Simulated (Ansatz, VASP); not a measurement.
# Cross-check of CoSi2 between VASP and Ansatz

Wanted: the spread between two codes on one cell, functional and k mesh. The cell is taken from a series of runs on this material, whose earlier steps may have relaxed, scaled, displaced or heated it; both programs get it as it stands.

Calculated with Ansatz 0.2.0; plane waves, with VASP 6.6.1 beside it; PBEsol.

### 1. Set-up

Symmetry: Fm-3m, No. 225, cubic system. The conventional cell has a = 5.167 Å, b = 5.167 Å, c = 5.167 Å, α = 90.00°, β = 90.00°, γ = 90.00°. Nearest to Si lie 4 Co at 2.24 Å. Nearest to Co lie 8 Si at 2.24 Å. Farther neighbours are not listed.

### 2. VASP: single point, PBEsol, pair 1

A single point takes one fixed geometry, so differences don't come from the geometry; what else differs is listed under the comparison.

Lines of VASP's logs that name or quote its potential files are left out, and so is its time.

File INCAR:

```
SYSTEM = CoSi2
PREC = Accurate
ENCUT = 600
EDIFF = 1E-06
NELM = 120
ISMEAR = 1
SIGMA = 0.2
LREAL = .FALSE.
ALGO = Normal
GGA = PS
NBANDS = 14
LASPH = .TRUE.
LORBIT = 11
LWAVE = .FALSE.
LCHARG = .FALSE.
ISIF = 2
GGA_COMPAT = .FALSE.
```

File POSCAR:

```
CoSi2
1.0
    0.0000000000      2.5834634076      2.5834634076
    2.5834634076      0.0000000000      2.5834634076
    2.5834634076      2.5834634076      0.0000000000
Si Co
2 1
Direct
    0.2500000000      0.2500000000      0.2500000000
    0.7500000000      0.7500000000      0.7500000000
    0.0000000000      0.0000000000      0.0000000000
```

File KPOINTS:

```
Automatic mesh
0
Gamma
16 16 16
0 0 0
```

The projector-augmented-wave data sets are Si and Co (PBE family, release 64).

Command:

```bash
$ mpirun -np 1 vasp_std
```

Numbers of over 12 decimals in the logs are rounded to 6 here.

The program printed:

```text
[banner, memory and clock lines left out]
running    1 mpi-ranks, on    1 nodes
 distrk:  each k-point on    1 cores,    1 groups
 distr:  one band on    1 cores,    1 groups

 POSCAR found type information on POSCAR SiCo
 POSCAR found :  2 types and       3 ions
|                                                                             |
|               ----> ADVICE to this user running VASP <----                  |
|                                                                             |
|     You enforced a specific xc type in the INCAR file but a different       |
|     [... a line on the potential file left out ...]
|     I HOPE YOU KNOW WHAT YOU ARE DOING!                                     |
|                                                                             |

 LDA part: xc-table for (Slater+PW92), standard interpolation
 POSCAR, INCAR and KPOINTS ok, starting setup
 FFT: planning ... GRIDC
 FFT: planning ... GRID_SOFT
 FFT: planning ... GRID
 WAVECAR not read
 entering main loop
       N       E                     dE             d eps       ncg     rms          rms(c)
DAV:   1     0.720009708959E+02    0.72001E+02   -0.77516E+03  4068   0.134E+03
DAV:   2    -0.182100578314E+02   -0.90211E+02   -0.82293E+02  4228   0.248E+02
DAV:   3    -0.223408281895E+02   -0.41308E+01   -0.40248E+01  5332   0.594E+01
DAV:   4    -0.224196417881E+02   -0.78814E-01   -0.78725E-01  4878   0.760E+00
DAV:   5    -0.224219185373E+02   -0.22767E-02   -0.22765E-02  5472   0.138E+00    0.166E+01
DAV:   6    -0.250279115330E+02   -0.26060E+01   -0.28875E+01  4828   0.117E+02    0.154E+01
DAV:   7    -0.208765960271E+02    0.41513E+01   -0.12691E+01  5216   0.924E+01    0.429E+00
DAV:   8    -0.208418716021E+02    0.34724E-01   -0.74267E-01  4732   0.587E+00    0.180E+00
DAV:   9    -0.208106670284E+02    0.31205E-01   -0.90666E-02  5150   0.634E+00    0.467E-01
DAV:  10    -0.208106480180E+02    0.19010E-04   -0.75752E-03  5646   0.143E+00    0.177E-01
DAV:  11    -0.208103389051E+02    0.30911E-03   -0.10650E-03  5306   0.691E-01    0.350E-02
DAV:  12    -0.208103468245E+02   -0.79194E-05   -0.58161E-05  4888   0.616E-02    0.135E-02
DAV:  13    -0.208103460180E+02    0.80644E-06   -0.35605E-06  5114   0.330E-02
   1 F= -.20810346E+02 E0= -.20810558E+02  d E =0.635493E-03
```

From OUTCAR (step 2):

```text
ion  position               nearest neighbor table
   1  0.250  0.250  0.250-   3 2.24   3 2.24   3 2.24   3 2.24   2 2.58   2 2.58   2 2.58   2 2.58
                             2 2.58   2 2.58
   2  0.750  0.750  0.750-   3 2.24   3 2.24   3 2.24   3 2.24   1 2.58   1 2.58   1 2.58   1 2.58
                             1 2.58   1 2.58
   3  0.000  0.000  0.000-   2 2.24   2 2.24   2 2.24   1 2.24   2 2.24   1 2.24   1 2.24   1 2.24

  LATTYP: Found a face centered cubic cell.
 ALAT       =     5.1669268152

 Subroutine GETGRP returns: Found 48 space group operations
 (whereof 48 operations were pure point group operations)

The static configuration has the point symmetry O_h .

 Found    145 irreducible k-points:

   k-points           NKPTS =    145   k-points in BZ     NKDIM =    145   number of bands    NBANDS=     14

   dimension x,y,z NGX =    30 NGY =   30 NGZ =   30
   dimension x,y,z NGXF=    60 NGYF=   60 NGZF=   60

   ENCUT  =  600.0 eV  44.10 Ry    6.64 a.u.   7.30  7.30  7.30*2*pi/ulx,y,z

   NELECT =      17.0000    total number of electrons

 k-points in reciprocal lattice and weights: Automatic mesh
   0.00000000  0.00000000  0.00000000       0.000
   0.06250000  0.00000000  0.00000000       0.002
   0.12500000  0.00000000  0.00000000       0.002
   0.18750000  0.00000000  0.00000000       0.002
   0.25000000  0.00000000  0.00000000       0.002
   0.31250000  0.00000000  0.00000000       0.002
   0.37500000  0.00000000  0.00000000       0.002
   0.43750000  0.00000000  0.00000000       0.002
   0.50000000  0.00000000  0.00000000       0.001
[...]
-0.31250000  0.50000000  0.18750000       0.003
  -0.25000000  0.50000000  0.25000000       0.001

 average (electrostatic) potential at core
       1 -77.5359       2 -77.5359       3 -76.7484

 E-fermi :  11.4959

 k-point     1 :       0.0000    0.0000    0.0000
  band No.  band energies     occupation
    ...
      2       6.9263      2.00000
      3       6.9263      2.00000
      4       6.9263      2.00000
      5       9.2241      2.00000
      6       9.2241      2.00000
      7      13.4329     -0.00000
      8      14.9585     -0.00000
      9      14.9585     -0.00000
     10      14.9585     -0.00000
     11      15.4002     -0.00000
    ...

 k-point     2 :       0.0625    0.0000    0.0000
  band No.  band energies     occupation
    ...
      2       6.7966      2.00000
      3       6.9496      2.00000
      4       6.9496      2.00000
      5       9.2031      2.00000
      6       9.2031      2.00000
      7      13.3510     -0.00000
      8      14.0497     -0.00000
      9      14.5453     -0.00000
     10      14.5453     -0.00000
     11      15.8623      0.00000
    ...

 k-point     3 :       0.1250    0.0000    0.0000
  band No.  band energies     occupation
    ...
      2       6.4241      2.00000
      3       7.0159      2.00000
      4       7.0159      2.00000
      5       9.1503      2.00000
      6       9.1503      2.00000
      7      12.4398     -0.00000
      8      13.9897     -0.00000
      9      13.9897     -0.00000
     10      14.0011     -0.00000
     11      16.4251      0.00000
    ...

  Total        4.2136437      4.2136437      4.2136437     -0.0000000      0.0000000     -0.0000000
  in kB      195.7633793    195.7633793    195.7633793     -0.0000000      0.0000000     -0.0000000
  external PRESSURE =     195.7633793 kB  Pullay stress =       0.0000000 kB

  energy-cutoff  :      600.00
  volume of cell :       34.49
      direct lattice vectors                 reciprocal lattice vectors
     0.000000000  2.583463408  2.583463408    -0.193538642  0.193538642  0.193538642
     2.583463408  0.000000000  2.583463408     0.193538642 -0.193538642  0.193538642
     2.583463408  2.583463408  0.000000000     0.193538642  0.193538642 -0.193538642

 POSITION                                       TOTAL-FORCE (eV/Angst)
 -----------------------------------------------------------------------------------
      1.29173      1.29173      1.29173         0.000000     -0.000000      0.000000
      3.87520      3.87520      3.87520        -0.000000      0.000000     -0.000000
      0.00000      0.00000      0.00000        -0.000000      0.000000      0.000000
 -----------------------------------------------------------------------------------
    total drift:                                0.000000     -0.000000     -0.000000

  FREE ENERGIE OF THE ION-ELECTRON SYSTEM (eV)
  ---------------------------------------------------
  free  energy   TOTEN  =       -20.8103460180 eV

  energy  without entropy=      -20.8109815114  energy(sigma->0) =      -20.81055785

 total charge
# of ion       s       p       d       tot
------------------------------------------
    1        0.718   0.947   0.000   1.665
    2        0.718   0.947   0.000   1.665
    3        0.603   0.858   7.726   9.187
--------------------------------------------------
tot          2.039   2.752   7.726  12.517

[... 3 further parts left out ...]
```

This run has no spin polarisation, so a moment on Co, if there is one, isn't seen. Its electron count is odd, so without a moment it is a metal by construction.

### 3. Ansatz: single point, PBEsol, pair 1

Ansatz runs on its PAW soft_1 files.

The same cell, functional, mesh and smearing now go to Ansatz, which takes its cutoff from its data sets.

File input.yaml:

```yaml
crystal:
  lattice:
    - [0.0, 2.5834634076, 2.5834634076]
    - [2.5834634076, 0.0, 2.5834634076]
    - [2.5834634076, 2.5834634076, 0.0]
  atoms:
    - { symbol: Si, position: [0.25, 0.25, 0.25] }
    - { symbol: Si, position: [0.75, 0.75, 0.75] }
    - { symbol: Co, position: [0.0, 0.0, 0.0] }
kpoints:
  mp_grid: { grid: [16, 16, 16] }
hamiltonian:
  xc: pbesol
  pseudopotentials: { kind: paw, azcp: { folder: soft_1 }, xc_functional: pbe }
scf:
  occupations: { method: methfessel_paxton, width: 0.2 }
output:
  forces: true
  stress: true
  eigenvalues: true
```

Command:

```bash
$ ansatz run input.yaml --threads 4 --pin off --max-ram 10240MiB --backend cpu --events-out ev --progress --plain --runs-dir out
```

The program printed:

```text
Engine: ansatz 0.2.0, x86_64-unknown-linux-gnu
Pseudopotentials: kind: paw
Pseudopotential: Si, paw, valence charge 4, recommended cutoff 420 eV (normal), soft_1/Si.paw.azcp
Pseudopotential: Co, paw, valence charge 17, recommended cutoff 420 eV (normal), soft_1/Co.paw.azcp
Functional definition: PBEsol
  exchange = pbesol_x
  correlation = pbesol_c
Crystal: 3 atoms, lattice volume = 34.486 Å³
Basis set: ecut = 420 eV, 645 PW (Γ), exchange–correlation on 50×50×50 points (8 copies of the dense FFT grid, shifted against one another)
Bands: 17, of which v1, the nominal top of the filled ones, is band 13 counted from 1 (12 counted from 0)
Symmetry: 48 space group operations
Space group: Fm-3m (ITA 225), of the structure as read, at distance tolerance 3.3e-5 Å
k-points: 145 of 4096
Non-local potential: Si, projectors of the file, l = 0: 2, l = 1: 2, l = 2: 1
Non-local potential: Co, projectors of the file, l = 0: 3, l = 1: 2, l = 2: 3, l = 3: 1
PAW form: soft (Blöchl's): semilocal exchange-correlation on the pseudo side does not see the compensation charge
PAW frozen core: Si, regenerated for the run's functional, and the local potential with it (the file was generated under x = pbe(κ = 0.804, μ = 0.219515), c = pbe(β = 0.066725))
PAW frozen core: Co, regenerated for the run's functional, and the local potential with it (the file was generated under x = pbe(κ = 0.804, μ = 0.219515), c = pbe(β = 0.066725))
PAW one-centre angular grid: Si, 110 points (default); XC on 64 Gauss nodes
PAW one-centre angular grid: Co, 590 points (default); XC on 64 Gauss nodes
Initial density: superposition of atomic densities (chi_scale 0.1, normalization cell, long waves kept (reshape's long-wave potential 0.00 eV rms))
Initial wavefunctions: pseudopotential atomic-orbital guess
Functional: x = pbesol(κ = 0.804, μ = 0.123457), c = pbesol(β = 0.046)
SCF iter   1: F=—  HF=-6338.679196 eV  |F-HF|=—  |Δ(HF+E_count)|=         —  Δρ=1.30e-1  dr2=6.64e0  ethr=3.10e-3  ⟨swp⟩=5.1  Hψ=12603  notcnv=0
preconditioner: auto → Kerker (q_TF=auto, 2.586 Å⁻¹)  [metal: Δε(μ)=0.043 eV  Ē_g=9.513 eV  σ=0.200 eV  W_gap=0.18  n_scr=14 (ndim 8)  ℏωp=26.1 eV  f_vac=0.000  D(μ)=0.82/eV (n_scr^D=0)]
SCF iter   2: F=—  HF=-6338.032228 eV  |F-HF|=—  |Δ(HF+E_count)|=   6.47e-1  S|Δr|=    0.00e0  Δρ=5.96e-2  dr2=1.85e0  ethr=3.10e-3  ⟨swp⟩=2.7  Hψ=5081  notcnv=0  defer=41
SCF iter   3: F=—  HF=-6337.580459 eV  |F-HF|=—  |Δ(HF+E_count)|=   4.52e-1  S|Δr|=    0.00e0  Δρ=2.13e-2  dr2=2.11e-1  ethr=3.10e-3  ⟨swp⟩=2.3  Hψ=4286  notcnv=0  defer=41
SCF iter   4: F=—  HF=-6337.553214 eV  |F-HF|=—  |Δ(HF+E_count)|=   2.72e-2  S|Δr|=    0.00e0  Δρ=9.59e-3  dr2=2.23e-2  ethr=8.44e-4  ⟨swp⟩=1.4  Hψ=3671  notcnv=0  defer=39
SCF iter   5: F=—  HF=-6337.553052 eV  |F-HF|=—  |Δ(HF+E_count)|=   1.62e-4  S|Δr|=    0.00e0  Δρ=3.24e-3  dr2=4.54e-3  ethr=8.93e-5  ⟨swp⟩=1.1  Hψ=2562  notcnv=0  defer=39
SCF iter   6: F=—  HF=-6337.552399 eV  |F-HF|=—  |Δ(HF+E_count)|=   6.53e-4  S|Δr|=    0.00e0  Δρ=9.23e-4  dr2=4.40e-4  ethr=1.82e-5  ⟨swp⟩=1.1  Hψ=2461  notcnv=0  defer=39
SCF iter   7: F=—  HF=-6337.552355 eV  |F-HF|=—  |Δ(HF+E_count)|=   4.36e-5  S|Δr|=    0.00e0  Δρ=1.26e-4  dr2=9.18e-6  ethr=1.76e-6  ⟨swp⟩=2.2  Hψ=3659  notcnv=0  defer=39
SCF iter   8: F=—  HF=-6337.552340 eV  |F-HF|=—  |Δ(HF+E_count)|=   1.51e-5  S|Δr|=    0.00e0  Δρ=1.17e-5  dr2=6.04e-8  ethr=4.00e-10  ⟨swp⟩=5.9  Hψ=13641  notcnv=0
SCF iter   9: F=-6337.552340 eV  HF=-6337.552340 eV  |F-HF|=6.47e-10  |Δ(HF+E_count)|=   4.68e-9  S|Δr|=    0.00e0  Δρ=1.37e-6  dr2=7.50e-10  ethr=2.41e-10  ⟨swp⟩=2.8  Hψ=8287  notcnv=0
SCF 1 converged in 9 iterations: F = -6337.552340 eV  dr2 = 7.50e-10
  greatest PAW one-centre occupation: 1.001 electrons in one spin orbital (limit 2), on the Co atom at site 2 (counted from 0), in its partial waves of l = 1
SCF converged after 9 iterations
Stability not checked: this state was not tested for a lower state beside it, because cold or Methfessel-Paxton smearing, or corrected tetrahedra, fill the levels in a way that the test cannot read (fill_not_monotonic; see scf.lower_state_search)
Free energy (F): -6337.552340 eV
Harris-Foulkes:  -6337.552340 eV  (|F-HF|=6.47e-10)
Internal energy: -6337.552953 eV  (E = F + TS)
E sigma→0 (E₀):  -6337.552493 eV
Entropy (-TS):   0.000612 eV (0.204 meV/atom)
Fermi energy:    14.574448 eV
--- Per-component energies (eV) ---
  E_band       = -247.721629
  E_kinetic    = 392.303024
  E_local      = -3786.708623  (includes V_loc(G=0)·N_el)
  E_nonlocal   = 483.421046
  E_hartree    = 1725.709860
  E_xc         = -211.541539
  E_vxc        = -224.713452  (∫ρ·V_xc dr)
  E_paw        = -2537.661576  (= ΣΔE_a)
  E_vpaw       = -563.441476  (= ΣTr[D̂ρ^β])
  E_aug_tail   = 0.000050  (compensation charges beyond the density's cutoff)
  E_ewald      = -2403.326736
  E_core_change = 0.251541  (= ΣΔE_core)
  E_smearing   = 0.000612  (= −TS)
  E_closure    = 0.000000  (closes the sum)
  Σ components = -6337.552340   (vs F -6337.552340, Δ=0.00e0)
--- Forces (eV/Å), atoms counted from 1 ---
  atom   1  Si    -0.00000000    -0.00000000    -0.00000000
  atom   2  Si     0.00000000    -0.00000000    -0.00000000
  atom   3  Co    -0.00000000     0.00000000    -0.00000000
  max |Σ_I F_I| component: 3.24e-17 eV/Å
--- Stress (GPa, compression-positive) ---
       19.522387      -0.000000      -0.000000
       -0.000000      19.522387      -0.000000
        0.000000      -0.000000      19.522387
  P = ⅓ Tr σ = 19.5224 GPa (195.224 kbar)
--- Band table (eV; the first three rows and the last of 145) ---
  k-point 0: bands = [... 9 lower, 12.3002, 16.4929, 18.0336, 18.0336, 18.0336, 18.4904, 18.4904, 18.4904]
  k-point 1: bands = [... 9 lower, 12.2791, 16.4195, 17.1229, 17.6252, 17.6252, 18.9467, 18.9467, 19.5473]
  k-point 2: bands = [... 9 lower, 12.2260, 15.5208, 17.0637, 17.0700, 17.0700, 19.5063, 19.5063, 20.0589]
  k-point 144: bands = [... 9 lower, 11.9620, 12.3084, 12.8614, 13.8015, 18.7377, 18.7377, 20.4899, 21.5762]
```

The run ends at a pressure of 19.52 GPa.

### 4. Side by side

Known differences besides the potentials themselves: the data sets hold 25 valence electrons in Ansatz (on its PAW soft_1 files) and 17 in VASP; the cutoff is 420 eV in Ansatz and 600 eV in VASP; Ansatz makes its cores anew for this functional, VASP keeps those of its PBE data sets. Total energies have different zeros and are not compared.

Both answers:

```csv
quantity,Ansatz,VASP,difference
pressure (GPa),19.52,19.58,-0.05
```

### 5. Ansatz: single point, PBEsol, pair 2

With cell and atoms fixed, the geometry can't cause a difference; cores, projectors, grids and the points listed under the comparison can. The cell compared in this pair holds 33.74 Å³, against 34.49 Å³ for the pair before.

The cell is taken from a series of runs on this material, whose earlier steps may have relaxed, scaled, displaced or heated it; both programs get it as it stands.

Changes to input.yaml since step 3:

```diff
@@ -2,5 +2,5 @@
   lattice:
-    - [0.0, 2.5834634076, 2.5834634076]
-    - [2.5834634076, 0.0, 2.5834634076]
-    - [2.5834634076, 2.5834634076, 0.0]
+    - [0.0, 2.5646053381, 2.5646053381]
+    - [2.5646053381, 0.0, 2.5646053381]
+    - [2.5646053381, 2.5646053381, 0.0]
   atoms:
```

The program printed:

```text
[...]
Crystal: 3 atoms, lattice volume = 33.736 Å³
Basis set: ecut = 420 eV, 645 PW (Γ), exchange–correlation on 50×50×50 points (8 copies of the dense FFT grid, shifted against one another)
Bands: 17, of which v1, the nominal top of the filled ones, is band 13 counted from 1 (12 counted from 0)
Symmetry: 48 space group operations
[...]
k-points: 145 of 4096
[...]
--- Band table (eV; the first three rows and the last of 145) ---
  k-point 0: bands = [... 9 lower, 12.6053, 17.1327, 18.4276, 18.4276, 18.4276, 18.9816, 18.9816, 18.9816]
  k-point 1: bands = [... 9 lower, 12.5837, 16.9879, 17.5976, 18.0456, 18.0456, 19.4157, 19.4157, 20.0208]
  k-point 2: bands = [... 9 lower, 12.5295, 15.9416, 17.4947, 17.4947, 17.6528, 19.9999, 19.9999, 20.5045]
  k-point 144: bands = [... 9 lower, 12.2846, 12.6305, 13.1910, 14.1675, 19.2339, 19.2339, 20.9113, 22.0507]
[key lines of the parts left out:]
SCF converged after 9 iterations
Free energy (F): -6337.446381 eV
Fermi energy:    14.967928 eV
P = ⅓ Tr σ = 25.8836 GPa (258.836 kbar)
```

The run ends at a pressure of 25.88 GPa.

### 6. VASP: single point, PBEsol, pair 2

The same cell, functional, mesh and smearing now go to VASP, with its own data sets.

INCAR is that of step 2.

File POSCAR:

```
CoSi2
1.0
    0.0000000000      2.5646053381      2.5646053381
    2.5646053381      0.0000000000      2.5646053381
    2.5646053381      2.5646053381      0.0000000000
Si Co
2 1
Direct
    0.2500000000      0.2500000000      0.2500000000
    0.7500000000      0.7500000000      0.7500000000
    0.0000000000      0.0000000000      0.0000000000
```

KPOINTS is that of step 2.

Command:

```bash
$ mpirun -np 1 vasp_std
```

The program printed:

```text
[banner, memory and clock lines left out]
running    1 mpi-ranks, on    1 nodes
[...]
[... a notice as in an earlier step ...]

 LDA part: xc-table for (Slater+PW92), standard interpolation
 POSCAR, INCAR and KPOINTS ok, starting setup
[...]
entering main loop
       N       E                     dE             d eps       ncg     rms          rms(c)
DAV:   1     0.732416164295E+02    0.73242E+02   -0.77497E+03  4076   0.134E+03
DAV:   2    -0.181188810145E+02   -0.91360E+02   -0.83230E+02  4204   0.250E+02
DAV:   3    -0.222274875406E+02   -0.41086E+01   -0.39930E+01  5288   0.595E+01
DAV:   4    -0.223063960002E+02   -0.78908E-01   -0.78797E-01  4984   0.768E+00
[...]
DAV:  12    -0.207037728955E+02   -0.78862E-05   -0.65031E-05  4840   0.653E-02    0.115E-02
DAV:  13    -0.207037718077E+02    0.10878E-05   -0.48949E-06  5482   0.418E-02    0.600E-03
DAV:  14    -0.207037719938E+02   -0.18604E-06   -0.38307E-07  2798   0.497E-03
   1 F= -.20703772E+02 E0= -.20703976E+02  d E =0.612426E-03
```

Parts of OUTCAR (step 6):

```text
  Total        5.4625002      5.4625002      5.4625002     -0.0000000     -0.0000000     -0.0000000
  in kB      259.4241639    259.4241639    259.4241639     -0.0000000     -0.0000000     -0.0000000
  external PRESSURE =     259.4241639 kB  Pullay stress =       0.0000000 kB

 POSITION                                       TOTAL-FORCE (eV/Angst)
 -----------------------------------------------------------------------------------
      1.28230      1.28230      1.28230        -0.000000     -0.000000     -0.000000
      3.84691      3.84691      3.84691         0.000000      0.000000      0.000000
      0.00000      0.00000      0.00000         0.000000      0.000000     -0.000000
 -----------------------------------------------------------------------------------
    total drift:                                0.000000     -0.000000     -0.000000

  FREE ENERGIE OF THE ION-ELECTRON SYSTEM (eV)
  ---------------------------------------------------
  free  energy   TOTEN  =       -20.7037719938 eV

  energy  without entropy=      -20.7043844195  energy(sigma->0) =      -20.70397614

[... 1 part as in an earlier step ...]

[... 2 further parts left out ...]
[key lines of the parts left out:]
E-fermi :  11.8232
```

The run ends at a pressure of 25.94 GPa.

[end of part 1 of 2]

[Lines on the potential files, build, host, timing and source positions are cut from VASP's logs without a mark.]

[Logs are printed without paths, hosts, clocks, repeated set-up lines and the standing remarks that a program may print on its own settings, such as how far it seeks lower states.]

[Hosts, paths, dates, database ids (printed as entryN), source tags and the programs' standing remarks are cut or masked in the printed files.]
